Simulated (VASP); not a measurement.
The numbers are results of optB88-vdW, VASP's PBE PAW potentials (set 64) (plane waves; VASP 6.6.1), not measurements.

VASP ran on this input.

INCAR:
```
SYSTEM = CuI
PREC = Accurate; ENCUT = 520; LREAL = .FALSE.
LASPH = .TRUE.
EDIFF = 1E-7; NELM = 100; ALGO = Normal
LMAXMIX = 4
ISMEAR = 0; SIGMA = 0.05
GGA = BO; LUSE_VDW = .TRUE.; AGGAC = 0.0
PARAM1 = 0.1833333333; PARAM2 = 0.22
ISIF = 2
LWAVE = .FALSE.; LCHARG = .FALSE.
```

File KPOINTS:
```
Automatic mesh
0
Gamma
8 8 8
0 0 0
```

### POSCAR
```
CuI
1
    0.0000000000     3.0019387188     3.0019387188
    3.0019387188     0.0000000000     3.0019387188
    3.0019387188     3.0019387188     0.0000000000
Cu I
1 1
Direct
  0.0000000000   0.0000000000   0.0000000000
  0.2500000000   0.2500000000   0.2500000000
```

POTCAR, in this order: Cu I (PBE.64 set). Program: vasp_std.

Output

### OUTCAR
```
 ion  position               nearest neighbor table
   1  0.000  0.000  0.000-   2 2.60   2 2.60   2 2.60   2 2.60
   2  0.250  0.250  0.250-   1 2.60   1 2.60   1 2.60   1 2.60
  LATTYP: Found a face centered cubic cell.
 ALAT       =     6.0038774376
 Subroutine PRICEL returns:
 Original cell was already a primitive cell.
 Subroutine GETGRP returns: Found 24 space group operations
The static configuration has the point symmetry T_d .
The dynamic configuration has the point symmetry T_d .
 Subroutine INISYM returns: Found 24 space group operations
 Subroutine IBZKPT returns following result:
 Found     29 irreducible k-points:

 Following reciprocal coordinates:
            Coordinates               Weight
  0.000000  0.000000  0.000000      1.000000
  0.125000  0.000000  0.000000      8.000000
  0.250000  0.000000  0.000000      8.000000
  0.375000  0.000000  0.000000      8.000000
  0.500000  0.000000  0.000000      4.000000
  0.125000  0.125000  0.000000      6.000000
  0.250000  0.125000  0.000000     24.000000
  0.375000  0.125000  0.000000     24.000000
  0.500000  0.125000  0.000000     24.000000
 -0.375000  0.125000  0.000000     24.000000
 -0.250000  0.125000  0.000000     24.000000
 -0.125000  0.125000  0.000000     12.000000
  0.250000  0.250000  0.000000      6.000000
  0.375000  0.250000  0.000000     24.000000
  0.500000  0.250000  0.000000     24.000000
 -0.375000  0.250000  0.000000     24.000000
 -0.250000  0.250000  0.000000     12.000000
  0.375000  0.375000  0.000000      6.000000
  0.500000  0.375000  0.000000     24.000000
 -0.375000  0.375000  0.000000     12.000000
  0.500000  0.500000  0.000000      3.000000
  0.375000  0.250000  0.125000     24.000000
  0.500000  0.250000  0.125000     48.000000
 -0.375000  0.250000  0.125000     24.000000
...
```

### OSZICAR
```
       N       E                     dE             d eps       ncg     rms          rms(c)
DAV:   1     0.112498736068E+03    0.11250E+03   -0.80933E+03   754   0.148E+03
DAV:   2     0.762446087805E+01   -0.10487E+03   -0.98923E+02   769   0.271E+02
DAV:   3    -0.519429332865E+00   -0.81439E+01   -0.80206E+01  1004   0.858E+01
DAV:   4    -0.802154771425E+00   -0.28273E+00   -0.28248E+00   886   0.145E+01
DAV:   5    -0.813714224477E+00   -0.11559E-01   -0.11559E-01  1122   0.315E+00    0.489E+00
DAV:   6    -0.736022395912E+00    0.77692E-01   -0.25963E+00   798   0.482E+01    0.311E+00
DAV:   7    -0.635287712869E+00    0.10073E+00   -0.60542E-01   854   0.278E+01    0.162E+00
DAV:   8    -0.634609835396E+00    0.67788E-03   -0.27409E-02  1139   0.217E+00    0.397E-01
DAV:   9    -0.632735652933E+00    0.18742E-02   -0.89755E-03   887   0.313E+00    0.984E-02
DAV:  10    -0.632839526261E+00   -0.10387E-03   -0.52439E-04   849   0.187E-01    0.223E-02
DAV:  11    -0.632838984298E+00    0.54196E-06   -0.62324E-05   942   0.235E-01    0.142E-02
DAV:  12    -0.632838206445E+00    0.77785E-06   -0.38438E-06  1163   0.497E-02    0.100E-02
DAV:  13    -0.632837939551E+00    0.26689E-06   -0.16606E-06  1119   0.415E-02    0.217E-03
DAV:  14    -0.632838143171E+00   -0.20362E-06   -0.69281E-07  1104   0.195E-02    0.211E-03
DAV:  15    -0.632838082166E+00    0.61004E-07   -0.18679E-08   437   0.121E-03
   1 F= -.63283808E+00 E0= -.63283808E+00  d E =-.118482E-10
```

OUTCAR:
```
------------------------ aborting loop because EDIFF is reached ----------------------------------------
  FORCE on cell =-STRESS in cart. coord.  units (eV):
  Direction    XX          YY          ZZ          XY          YZ          ZX
  --------------------------------------------------------------------------------------
  Total        0.4720228      0.4720228      0.4720228     -0.0000000      0.0000000      0.0000000
  in kB       13.9777771     13.9777771     13.9777771     -0.0000000      0.0000000      0.0000000
  external PRESSURE =      13.9777771 kB  Pullay stress =       0.0000000 kB
  volume of cell :       54.10
      direct lattice vectors                 reciprocal lattice vectors
     0.000000000  3.001938719  3.001938719    -0.166559030  0.166559030  0.166559030
     3.001938719  0.000000000  3.001938719     0.166559030 -0.166559030  0.166559030
     3.001938719  3.001938719  0.000000000     0.166559030  0.166559030 -0.166559030
  FREE ENERGIE OF THE ION-ELECTRON SYSTEM (eV)
  ---------------------------------------------------
  free  energy   TOTEN  =        -0.6328380822 eV

  energy  without entropy=       -0.6328380822  energy(sigma->0) =       -0.63283808
```
(Selected blocks of OUTCAR.)

The compound is CuI in the zinc blende structure. This cell is one point of a volume scan, at 0.97 of the reference volume.
